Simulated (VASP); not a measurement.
# SbAs (R3m) in VASP: a series of runs

Runs on SbAs. Level: LDA. Tasks: single point.

Everything below comes from runs of VASP 6.6.1. Logs are shortened: lines on timing, memory, paths and dates and some standing lists are left out, and cuts for length are marked.

## Step 1: Starting point

The structure is trigonal, space group R3m (No. 160). The conventional cell has a = 4.065 Å, b = 4.065 Å, c = 11.150 Å, α = 90.00°, β = 90.00°, γ = 120.00°. Sb (site symmetry 3m) is surrounded by 3 As at 2.73 Å. Around As (site symmetry 3m) lie 3 Sb at 2.73 Å.

The cell is a database's computed one.

## Step 2: Single point, LDA

INCAR

```
SYSTEM = SbAs
PREC = Accurate
ENCUT = 520
EDIFF = 1E-6
ISMEAR = 0
SIGMA = 0.15
LREAL = .FALSE.
LASPH = .TRUE.
NELM = 100
ALGO = Fast
ISIF = 2
LWAVE = .FALSE.
LCHARG = .FALSE.
GGA = CA
NBANDS = 12
```

KPOINTS

```
Automatic mesh
0
G
  15 15 15
  0 0 0
```

POSCAR

```
SbAs
1.0
    2.0327141219      1.1735880455      3.7165943000
   -2.0327141219      1.1735880455      3.7165943000
    0.0000000000     -2.3471760909      3.7165943000
Sb As
1 1
Direct
    0.2290984100      0.2290984100      0.2290984100
    0.7708995900      0.7708995900      0.7708995900
```

Potentials or basis: VASP PAW LDA potentials, release 64 (Sb, As).

Command:

```bash
$ cat potpaw_LDA.64/Sb/POTCAR potpaw_LDA.64/As/POTCAR > POTCAR
$ mpirun -np 1 vasp_std > vasp.out
```

OUTCAR:

```text
SYSTEM = SbAs
   PREC = Accurate
   ENCUT = 520
   EDIFF = 1E-6
   ISMEAR = 0
   LREAL = .FALSE.
   LASPH = .TRUE.
   NELM = 100
   ISIF = 2
   GGA = CA

 ion  position               nearest neighbor table
   1  0.229  0.229  0.229-   2 2.73   2 2.73   2 2.73   2 3.30   2 3.30   2 3.30
   2  0.771  0.771  0.771-   1 2.73   1 2.73   1 2.73   1 3.30   1 3.30   1 3.30

  LATTYP: Found a trigonal (rhomboedric) cell.
 ALAT       =     4.3957148216
 COS(alpha) =     0.5723154261

  Lattice vectors:

 A1 = (   2.0327141219,   1.1735880455,   3.7165943000)
 A2 = (  -2.0327141219,   1.1735880455,   3.7165943000)
 A3 = (   0.0000000000,  -2.3471760909,   3.7165943000)

Analysis of symmetry for initial positions (statically):
=====================================================================
 Subroutine PRICEL returns:
 Original cell was already a primitive cell.

 Routine SETGRP: Setting up the symmetry group for a
 trigonal (rhombohedral) supercell.

 Subroutine GETGRP returns: Found  6 space group operations
 (whereof  6 operations were pure point group operations)
 out of a pool of 12 trial point group operations.

The static configuration has the point symmetry C_3v.

Analysis of symmetry for dynamics (positions and initial velocities):
=====================================================================
 Subroutine PRICEL returns:
 Original cell was already a primitive cell.

 Routine SETGRP: Setting up the symmetry group for a
 trigonal (rhombohedral) supercell.

 Subroutine GETGRP returns: Found  6 space group operations
 (whereof  6 operations were pure point group operations)
 out of a pool of 12 trial point group operations.

The dynamic configuration has the point symmetry C_3v.

 Subroutine INISYM returns: Found  6 space group operations
 (whereof  6 operations are pure point group operations),
 and found     1 'primitive' translations

----------------------------------------------------------------------------------------

                                     Primitive cell

  volume of cell :      53.1972

  direct lattice vectors                    reciprocal lattice vectors
     2.032714122  1.173588046  3.716594300     0.245976547  0.142014625  0.089687845
    -2.032714122  1.173588046  3.716594300    -0.245976547  0.142014625  0.089687845
     0.000000000 -2.347176091  3.716594300     0.000000000 -0.284029251  0.089687845

  length of vectors
     4.395714822  4.395714822  4.395714822     0.297853193  0.297853193  0.297853193

  position of ions in fractional coordinates (direct lattice)
     0.229098410  0.229098410  0.229098410
     0.770899590  0.770899590  0.770899590

  ion indices of the primitive-cell ions
   primitive index   ion index
                 1           1
                 2           2

----------------------------------------------------------------------------------------

 KPOINTS: Automatic mesh

Automatic generation of k-mesh.
 Grid dimensions read from file:
 generate k-points for:   15   15   15

 Generating k-lattice:

  Cartesian coordinates                     Fractional coordinates (reciprocal lattice)
     0.016398436  0.009467642  0.005979190     0.066666667  0.000000000  0.000000000
    -0.016398436  0.009467642  0.005979190     0.000000000  0.066666667  0.000000000
     0.000000000 -0.018935283  0.005979190     0.000000000  0.000000000  0.066666667

  Length of vectors
     0.019856880  0.019856880  0.019856880

  Shift w.r.t. Gamma in fractional coordinates (k-lattice)
     0.000000000  0.000000000  0.000000000

 Subroutine IBZKPT returns following result:
 ===========================================

 Found    344 irreducible k-points:

 Following reciprocal coordinates:
            Coordinates               Weight
  0.000000  0.000000  0.000000      1.000000
  0.066667  0.000000  0.000000      6.000000
  0.133333  0.000000  0.000000      6.000000
  0.200000 -0.000000  0.000000      6.000000
  0.266667  0.000000  0.000000      6.000000
  0.333333  0.000000  0.000000      6.000000
[... 16 lines left out ...]
  0.133333  0.133333  0.000000      6.000000
  0.200000  0.133333  0.000000     12.000000
 [... further k-points ...]
   k-points           NKPTS =    344   k-points in BZ     NKDIM =    344   number of bands    NBANDS=     12
   number of dos      NEDOS =    301   number of ions     NIONS =      2
   total plane-waves  NPLWV =  46656
   dimension x,y,z NGX =    36 NGY =   36 NGZ =   36
   dimension x,y,z NGXF=    72 NGYF=   72 NGZF=   72
   ions per type =               1   1
   NGX,Y,Z   is equivalent  to a cutoff of  13.62, 13.62, 13.62 a.u.
   NGXF,Y,Z  is equivalent  to a cutoff of  27.23, 27.23, 27.23 a.u.
 SYSTEM =  SbAs
   PREC   = accura    normal or accurate (medium, high low for compatibility)
   ISTART =      0    job   : 0-new  1-cont  2-samecut
   ICHARG =      2    charge: 1-file 2-atom 10-const
   ISPIN  =      1    spin polarized calculation?
   LNONCOLLINEAR =      F non collinear calculations
   LSORBIT =      F    spin-orbit coupling
   LASPH  =      T    aspherical Exc in radial PAW
   ENCUT  =  520.0 eV  38.22 Ry    6.18 a.u.   8.17  8.17  8.17*2*pi/ulx,y,z
   NELM   =    100;   NELMIN=  2; NELMDL= -5     # of ELM steps
   EDIFF  = 0.1E-05   stopping-criterion for ELM
   LREAL  =      F    real-space projection
   EDIFFG = 0.1E-04   stopping-criterion for IOM
   NSW    =      0    number of steps for IOM
   IBRION =     -1    ionic relax: 0-MD 1-quasi-New 2-CG
   NFREE  =      0    steps in history (QN), initial steepest desc. (CG)
   ISIF   =      2    stress and relaxation
   ISYM   =      2    0-nonsym 1-usesym 2-fastsym
   POTIM  = 0.5000    time-step for ionic-motion
   TEBEG  =    0.0;   TEEND  =   0.0 temperature during run
   PSTRESS=    0.0 pullay stress
   NELECT =      10.0000    total number of electrons
   NUPDOWN=      -1.0000    fix difference up-down
   EMIN   =  10.00;   EMAX   =-10.00  energy-range for DOS
   EFERMI =   0.00;   METHOD = LEGACY
   ISMEAR =     0;   SIGMA  =   0.15  broadening in eV -4-tet -1-fermi 0-gaus
   EFERMI_NEDOS =   21; number of points for ismear=-14 and -15
   IALGO  =     68    algorithm
   IMIX   =      4    mixing-type and parameters
     AMIX     =   0.40;   BMIX     =  1.00
     AMIX_MAG =   1.60;   BMIX_MAG =  1.00
  volume/ion in A,a.u.               =      26.60       179.50
  Fermi-wavevector in a.u.,A,eV,Ry     =   0.937804  1.772192 11.966000  0.879476
  Thomas-Fermi vector in A             =   2.064952
   LORBIT       =      0    0 simple, 1 ext, 2 COOP (PROOUT), +10 PAW based schemes
   GGA     = CA    functional components
   LHFCALC =     F    Hartree Fock is set to
   AEXX    =    0.0000 exact exchange contribution
   IVDW    =     0    specifies the selected vdW correction
   LEPSILON=     F    determine dielectric tensor
   LRPA    =     F    only Hartree local field effects (RPA)
 non-spin polarized calculation
 RMM-DIIS sequential band-by-band and
 Gauss-broadening in eV      SIGMA  =   0.15
  energy-cutoff  :      520.00
  volume of cell :       53.20
 maximum number of plane-waves:      1451
 NGX is ok and might be reduce to    36
   NGX = 17   NGY = 17   NGZ = 17

 number of electron      10.0000000 magnetization

 Free energy of the ion-electron system (eV)
  ---------------------------------------------------
  ext. energy  EPLUGINS =         0.00000000
  ---------------------------------------------------
  free energy    TOTEN  =       -10.17655489 eV

  energy without entropy =      -10.17336160  energy(sigma->0) =      -10.17495824

 E-fermi :   6.0563     XC(G=0):  -9.7876

 val. band max:        6.0557492384   @ k =   0.4000   0.1333   0.1333
 cond. band min:       6.0862685026   @ k =  -0.4000   0.0667  -0.0000
 fundamental gap:      0.0305192642
 Fermi energy:         6.0563136749

 k-point     1 :       0.0000    0.0000    0.0000
  band No.  band energies     occupation
      1      -7.5267      2.00000
      2       0.4792      2.00000
      3       3.8337      2.00000
      4       4.2728      2.00000
      5       4.2728      2.00000
      6       7.9026      0.00000
      7       8.8810      0.00000
      8       8.8810      0.00000
      9      12.0880      0.00000
     10      12.0880      0.00000
     11      12.3004      0.00000
     12      13.6265      0.00000

 k-point     2 :       0.0667    0.0000    0.0000
  band No.  band energies     occupation
      1      -7.4758      2.00000
      2       0.3003      2.00000
      3       3.8657      2.00000
      4       4.2444      2.00000
      5       4.2661      2.00000
      6       7.9614      0.00000
      7       8.7318      0.00000
      8       8.8071      0.00000
      9      11.7122      0.00000
     10      12.0427      0.00000
     11      12.0588      0.00000
     12      14.0173      0.00000

 k-point     3 :       0.1333    0.0000    0.0000
  band No.  band energies     occupation
      1      -7.3238      2.00000
      2      -0.1827      2.00000
      3       3.8654      2.00000
      4       4.1681      2.00000
      5       4.3431      2.00000
      6       7.9605      0.00000
      7       8.4129      0.00000
      8       8.5826      0.00000
      9      11.2500      0.00000
     10      11.8077      0.00000
     11      12.1182      0.00000
     12      14.8727      0.00000
[... 286 lines left out ...]
 k-point    23 :       0.1333    0.1333    0.0000
  band No.  band energies     occupation
      1      -7.2778      2.00000
      2      -0.2816      2.00000
      3       3.4284      2.00000
      4       3.8568      2.00000
      5       5.0997      2.00000
      6       7.3354      0.00000
      7       8.3096      0.00000
      8       9.2368      0.00000
      9      11.2141      0.00000
     10      12.2299      0.00000
     11      12.7038      0.00000
     12      14.2350      0.00000

 k-point    24 :       0.2000    0.1333    0.0000
  band No.  band energies     occupation
      1      -7.1058      2.00000
      2      -0.6732      2.00000
      3       3.1956      2.00000
      4       3.6753      2.00000
      5       5.2522      2.00000
      6       7.0608      0.00000
      7       8.3916      0.00000
      8       9.2297      0.00000
      9      10.9523      0.00000
     10      12.4431      0.00000
     11      13.1060      0.00000
     12      14.4848      0.00000

 [... further k-points ...]

------------------------ aborting loop because EDIFF is reached ----------------------------------------

  FORCE on cell =-STRESS in cart. coord.  units (eV):
  Direction    XX          YY          ZZ          XY          YZ          ZX
  --------------------------------------------------------------------------------------
  -------------------------------------------------------------------------------------
  Total       -0.8429536     -0.8429536     -1.0278176      0.0000000     -0.0000000      0.0000000
  in kB      -25.3878472    -25.3878472    -30.9555301      0.0000000     -0.0000000      0.0000000
  external PRESSURE =     -27.2437415 kB  Pullay stress =       0.0000000 kB

 VOLUME and BASIS-vectors are now :
 -----------------------------------------------------------------------------
  energy-cutoff  :      520.00
  volume of cell :       53.20
      direct lattice vectors                 reciprocal lattice vectors
     2.032714122  1.173588046  3.716594300     0.245976547  0.142014625  0.089687845
    -2.032714122  1.173588046  3.716594300    -0.245976547  0.142014625  0.089687845
     0.000000000 -2.347176091  3.716594300     0.000000000 -0.284029251  0.089687845

 POSITION                                       TOTAL-FORCE (eV/Angst)
 -----------------------------------------------------------------------------------
      0.00000      0.00000      2.55440         0.000000      0.000000      0.072048
      0.00000      0.00000      8.59536         0.000000     -0.000000     -0.072048
 -----------------------------------------------------------------------------------
    total drift:                                0.000000     -0.000000      0.000404

  FREE ENERGIE OF THE ION-ELECTRON SYSTEM (eV)
  ---------------------------------------------------
  free  energy   TOTEN  =       -10.1765548918 eV

  energy  without entropy=      -10.1733615977  energy(sigma->0) =      -10.17495824
```

It took 1.8 min on 1 thread of Intel Xeon Platinum 8488C (Sapphire Rapids), shared host; peak memory 0.36 GiB.

Results:

```
Free energy            : -10.1766 eV
Pressure               : -2.7 GPa
Largest force          : 0.072 eV/Å
Band gap on the k mesh : none (metal or under the smearing width)
```

Forces on the atoms (eV/Å):
```
Sb   0.000  0.000  0.072
As   0.000  0.000 -0.072
```

(Continued in part 2 of 2.)
